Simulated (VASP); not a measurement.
Output of a VASP run:

**OSZICAR**
```
...
       N       E                     dE             d eps       ncg     rms          rms(c)
DAV:   1    -0.765925994855E+01   -0.16863E-02   -0.34113E-02  1560   0.108E+00    0.600E-02
DAV:   2    -0.765922642299E+01    0.33526E-04   -0.95587E-04  1687   0.235E-01    0.416E-02
DAV:   3    -0.765914659472E+01    0.79828E-04   -0.12485E-04  1663   0.641E-02    0.904E-03
DAV:   4    -0.765914166274E+01    0.49320E-05   -0.12257E-05  1778   0.203E-02    0.981E-03
DAV:   5    -0.765914214205E+01   -0.47932E-06   -0.38991E-07   784   0.515E-03
   4 F= -.76591421E+01 E0= -.76592497E+01  d E =-.156869E-02
       N       E                     dE             d eps       ncg     rms          rms(c)
DAV:   1    -0.766175890226E+01   -0.26172E-02   -0.18905E-01  1544   0.255E+00    0.144E-01
DAV:   2    -0.766157021033E+01    0.18869E-03   -0.53862E-03  1690   0.554E-01    0.987E-02
DAV:   3    -0.766113145291E+01    0.43876E-03   -0.66489E-04  1667   0.148E-01    0.225E-02
DAV:   4    -0.766109871406E+01    0.32739E-04   -0.81019E-05  1760   0.511E-02    0.229E-02
DAV:   5    -0.766109982714E+01   -0.11131E-05   -0.24707E-06  1550   0.126E-02    0.441E-03
DAV:   6    -0.766110019378E+01   -0.36664E-06   -0.35296E-07   776   0.400E-03
   5 F= -.76611002E+01 E0= -.76612059E+01  d E =-.352674E-02
       N       E                     dE             d eps       ncg     rms          rms(c)
DAV:   1    -0.766125767256E+01   -0.15785E-03   -0.15778E-02  1545   0.739E-01    0.411E-02
DAV:   2    -0.766124076962E+01    0.16903E-04   -0.44104E-04  1681   0.159E-01    0.284E-02
DAV:   3    -0.766120310433E+01    0.37665E-04   -0.58480E-05  1666   0.437E-02    0.620E-03
DAV:   4    -0.766120062932E+01    0.24750E-05   -0.60644E-06  1695   0.142E-02    0.662E-03
DAV:   5    -0.766120095144E+01   -0.32213E-06   -0.19367E-07   772   0.365E-03
   6 F= -.76612010E+01 E0= -.76613058E+01  d E =-.362750E-02
       N       E                     dE             d eps       ncg     rms          rms(c)
DAV:   1    -0.766206552022E+01   -0.86489E-03   -0.37358E-02  1562   0.109E+00    0.798E-02
DAV:   2    -0.766192178226E+01    0.14374E-03   -0.10576E-03  1577   0.245E-01    0.502E-02
DAV:   3    -0.766182608038E+01    0.95702E-04   -0.40583E-04  1721   0.114E-01    0.956E-03
DAV:   4    -0.766182722203E+01   -0.11416E-05   -0.20876E-05  1597   0.348E-02    0.881E-03
DAV:   5    -0.766182785513E+01   -0.63310E-06   -0.27821E-06  1516   0.123E-02
   7 F= -.76618279E+01 E0= -.76619319E+01  d E =-.626904E-03
       N       E                     dE             d eps       ncg     rms          rms(c)
DAV:   1    -0.766238785227E+01   -0.56063E-03   -0.47555E-02  1561   0.122E+00    0.896E-02
DAV:   2    -0.766220255824E+01    0.18529E-03   -0.13574E-03  1578   0.277E-01    0.562E-02
DAV:   3    -0.766208126932E+01    0.12129E-03   -0.52157E-04  1712   0.130E-01    0.108E-02
DAV:   4    -0.766208294659E+01   -0.16773E-05   -0.27537E-05  1608   0.398E-02    0.992E-03
DAV:   5    -0.766208377013E+01   -0.82354E-06   -0.36015E-06  1555   0.140E-02
   8 F= -.76620838E+01 E0= -.76621723E+01  d E =-.882819E-03
       N       E                     dE             d eps       ncg     rms          rms(c)
DAV:   1    -0.766208487045E+01   -0.19239E-05   -0.69588E-05  1562   0.469E-02    0.340E-03
DAV:   2    -0.766208478019E+01    0.90262E-07   -0.20524E-06  1517   0.108E-02
   9 F= -.76620848E+01 E0= -.76621722E+01  d E =-.883829E-03
```

OUTCAR:
```
------------------------ aborting loop because EDIFF is reached ----------------------------------------
  FORCE on cell =-STRESS in cart. coord.  units (eV):
  Direction    XX          YY          ZZ          XY          YZ          ZX
  --------------------------------------------------------------------------------------
  Total       -0.0084528     -0.0155947     -0.0148113      0.0000000      0.0000000      0.0023654
  in kB       -0.2068106     -0.3815493     -0.3623823      0.0000000      0.0000000      0.0578727
  external PRESSURE =      -0.3169141 kB  Pullay stress =       0.0000000 kB
  volume of cell :       65.48
      direct lattice vectors                 reciprocal lattice vectors
     4.107401005 -2.199877756  0.022404535     0.122264616 -0.227285356 -0.097739510
     4.107401005  2.199877756  0.022404535     0.122264616  0.227285356 -0.097739510
     2.909440452  0.000000000  3.639486432    -0.001505312 -0.000000000  0.275967402
 POSITION                                       TOTAL-FORCE (eV/Angst)
 -----------------------------------------------------------------------------------
      2.57809      0.00000      0.85385        -0.006148     -0.000000     -0.002036
      8.54615      0.00000      2.83044         0.006148      0.000000      0.002036
 -----------------------------------------------------------------------------------
    total drift:                               -0.000000     -0.000000     -0.000000
  FREE ENERGIE OF THE ION-ELECTRON SYSTEM (eV)
  ---------------------------------------------------
  free  energy   TOTEN  =        -7.6620847802 eV

  energy  without entropy=       -7.6623470632  energy(sigma->0) =       -7.66217221

 reached required accuracy - stopping structural energy minimisation
```
(Selected blocks of OUTCAR.)

### POSCAR
```
Sb
1
    3.9573420000    -2.1550000000     0.0000000000
    3.9573420000     2.1550000000     0.0000000000
    2.7838200000     0.0000000000     3.5432930000
Sb
2
Direct
  0.2335000000   0.2335000000   0.2335000000
  0.7665000000   0.7665000000   0.7665000000
```

Write an INCAR and KPOINTS that could have produced this output.

Several could match; the one computed here: the input of the run itself, revPBE GGA, plane waves, VASP's PBE PAW potentials (set 64).

### KPOINTS
```
Automatic mesh
0
Gamma
9 9 9
0 0 0
```

### INCAR
```
# general
SYSTEM  = Sb
PREC    = Accurate
ENCUT   = 520
LREAL   = .FALSE.   # projection in real space or not
LASPH   = .TRUE.   # aspherical one-centre terms

# electronic loop
EDIFF   = 1E-6   # SCF stop (eV)
NELM    = 100
ALGO    = Normal   # blocked Davidson
LMAXMIX = 4   # l cut-off of mixed one-centre charges

# smearing
ISMEAR  = 1   # Methfessel-Paxton
SIGMA   = 0.1   # width (eV)

# functional
GGA     = RE   # revPBE

# ions
IBRION  = 2   # conjugate gradients
NSW     = 60   # most ionic steps
ISIF    = 3   # ions, shape and volume
EDIFFG  = -0.01

# output
LWAVE   = .FALSE.
LCHARG  = .FALSE.
```

POTCAR, in this order: Sb (PBE.64 set). Program: vasp_std.

Energy and stress use the plane-wave basis of the starting cell.

The compound is Sb in the a7 structure. This run relaxes it. Symmetry was kept, so distortions that lower it aren't found.
